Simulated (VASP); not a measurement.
Method: TPSS meta-GGA, VASP's PBE PAW potentials (set 64) (plane waves; VASP 6.6.1).

VASP input:

INCAR:
```
ALGO = Normal
EDIFF = 1E-6
EDIFFG = -0.01
ENCUT = 520
IBRION = 2
ISIF = 3
ISMEAR = 0
LASPH = .TRUE.
LCHARG = .FALSE.
LMIXTAU = .TRUE.
LREAL = .FALSE.
LWAVE = .FALSE.
METAGGA = TPSS
NELM = 100
NSW = 60
PREC = Accurate
SIGMA = 0.05
SYSTEM = LiH
```

File KPOINTS:
```
Automatic mesh
0
Gamma
10 10 10
0 0 0
```

### POSCAR
```
LiH
1
   -0.0000000000     1.9686772770     1.9686772770
    1.9686772770    -0.0000000000     1.9686772770
    1.9686772770     1.9686772770     0.0000000000
Li H
1 1
Direct
  0.0000000000   0.0000000000   0.0000000000
  0.5000000000   0.5000000000   0.5000000000
```

POTCAR, in this order: Li_sv H (PBE.64 set). Program: vasp_std.

Output

File OSZICAR:
```
       N       E                     dE             d eps       ncg     rms          rms(c)
DAV:   1    -0.331158861781E+01   -0.33116E+01   -0.14465E+03   570   0.615E+02
DAV:   2    -0.863049788272E+01   -0.53189E+01   -0.53189E+01   942   0.765E+01
DAV:   3    -0.875918837114E+01   -0.12869E+00   -0.12869E+00   756   0.110E+01
DAV:   4    -0.876075411209E+01   -0.15657E-02   -0.15657E-02   834   0.103E+00
DAV:   5    -0.876075869348E+01   -0.45814E-05   -0.45814E-05   882   0.561E-02    0.248E+00
DAV:   6    -0.643007812117E+01    0.23307E+01   -0.70774E+00   564   0.241E+01    0.203E+00
DAV:   7    -0.672449723676E+01   -0.29442E+00   -0.28303E-01   762   0.611E+00    0.205E+00
DAV:   8    -0.590206983889E+01    0.82243E+00   -0.22776E+00   588   0.712E+00    0.257E+00
DAV:   9    -0.720448000349E+01   -0.13024E+01   -0.64878E+00   792   0.286E+01    0.655E-01
DAV:  10    -0.716779136247E+01    0.36689E-01   -0.12754E-01   600   0.435E+00    0.594E-01
DAV:  11    -0.716968979966E+01   -0.18984E-02   -0.80328E-02   588   0.234E+00    0.783E-01
DAV:  12    -0.718790512831E+01   -0.18215E-01   -0.24202E-01   564   0.442E+00    0.451E-01
DAV:  13    -0.712726721355E+01    0.60638E-01   -0.89254E-02   684   0.414E+00    0.370E-01
DAV:  14    -0.718197881582E+01   -0.54712E-01   -0.66746E-02   702   0.330E+00    0.441E-01
DAV:  15    -0.718342737586E+01   -0.14486E-02   -0.38837E-03   678   0.882E-01    0.332E-01
DAV:  16    -0.718091511336E+01    0.25123E-02   -0.82448E-04   594   0.280E-01    0.264E-01
DAV:  17    -0.718640967842E+01   -0.54946E-02   -0.21266E-03   858   0.751E-01    0.232E-01
DAV:  18    -0.719497462091E+01   -0.85649E-02   -0.10132E-02   810   0.159E+00    0.187E-01
DAV:  19    -0.719405367909E+01    0.92094E-03   -0.43456E-04   564   0.229E-01    0.156E-01
DAV:  20    -0.719519050597E+01   -0.11368E-02   -0.31503E-04   726   0.320E-01    0.135E-01
DAV:  21    -0.719765171309E+01   -0.24612E-02   -0.31107E-03   732   0.980E-01    0.869E-02
DAV:  22    -0.719809744695E+01   -0.44573E-03   -0.10374E-03   582   0.646E-01    0.304E-02
DAV:  23    -0.719807927386E+01    0.18173E-04   -0.38698E-05   576   0.926E-02    0.169E-02
DAV:  24    -0.719806930317E+01    0.99707E-05   -0.47880E-05   564   0.130E-01    0.297E-03
DAV:  25    -0.719807718845E+01   -0.78853E-05   -0.44921E-06   684   0.250E-02    0.349E-03
DAV:  26    -0.719807215589E+01    0.50326E-05   -0.25862E-05   564   0.730E-02    0.292E-03
DAV:  27    -0.719807728316E+01   -0.51273E-05   -0.29231E-05   564   0.788E-02    0.362E-03
DAV:  28    -0.719807500890E+01    0.22743E-05   -0.26486E-06   564   0.188E-02    0.835E-04
DAV:  29    -0.719807471568E+01    0.29322E-06   -0.54506E-07   558   0.792E-03
   1 F= -.71980747E+01 E0= -.71980747E+01  d E =-.719807E+01
       N       E                     dE             d eps       ncg     rms          rms(c)
DAV:   1    -0.719812557425E+01   -0.50565E-04   -0.16404E-04   576   0.162E-01    0.244E-02
DAV:   2    -0.719810122937E+01    0.24345E-04   -0.37499E-05   852   0.637E-02    0.183E-02
DAV:   3    -0.719813059184E+01   -0.29362E-04   -0.27844E-05   744   0.834E-02    0.294E-03
DAV:   4    -0.719810309986E+01    0.27492E-04   -0.64226E-05   564   0.976E-02    0.358E-03
DAV:   5    -0.719810773177E+01   -0.46319E-05   -0.26544E-05   564   0.618E-02    0.901E-04
DAV:   6    -0.719810760465E+01    0.12712E-06   -0.18016E-05   576   0.469E-02    0.210E-03
DAV:   7    -0.719810686885E+01    0.73580E-06   -0.38043E-06   564   0.211E-02
   2 F= -.71981069E+01 E0= -.71981069E+01  d E =-.321532E-04
```

**OUTCAR**
```
------------------------ aborting loop because EDIFF is reached ----------------------------------------
  FORCE on cell =-STRESS in cart. coord.  units (eV):
  Direction    XX          YY          ZZ          XY          YZ          ZX
  --------------------------------------------------------------------------------------
  Total       -0.0161723     -0.0161723     -0.0161723     -0.0000000     -0.0000000      0.0000000
  in kB       -1.7007516     -1.7007516     -1.7007516     -0.0000000     -0.0000000      0.0000000
  external PRESSURE =      -1.7007516 kB  Pullay stress =       0.0000000 kB
  volume of cell :       15.23
      direct lattice vectors                 reciprocal lattice vectors
    -0.000000000  1.967600272  1.967600272    -0.254116655  0.254116655  0.254116655
     1.967600272  0.000000000  1.967600272     0.254116655 -0.254116655  0.254116655
     1.967600272  1.967600272 -0.000000000     0.254116655  0.254116655 -0.254116655
  FREE ENERGIE OF THE ION-ELECTRON SYSTEM (eV)
  ---------------------------------------------------
  free  energy   TOTEN  =        -7.1981068688 eV

  energy  without entropy=       -7.1981068688  energy(sigma->0) =       -7.19810687

 reached required accuracy - stopping structural energy minimisation
```
(Selected blocks of OUTCAR.)

CONTCAR:
```
LiH
   1.00000000000000
    -0.0000000000000000    1.9676002722091532    1.9676002722091532
     1.9676002722091532    0.0000000000000000    1.9676002722091532
     1.9676002722091532    1.9676002722091532   -0.0000000000000000
  Li              H
     1     1
Direct
     0.0000000000000000    1.0000000000000000    0.0000000000000000
     0.5000000000000000    0.5000000000000000    0.5000000000000000
```

The compound is LiH in the rock salt structure. This run relaxes it. Symmetry was kept, so distortions that lower it aren't found. The start is the result of an earlier pass.
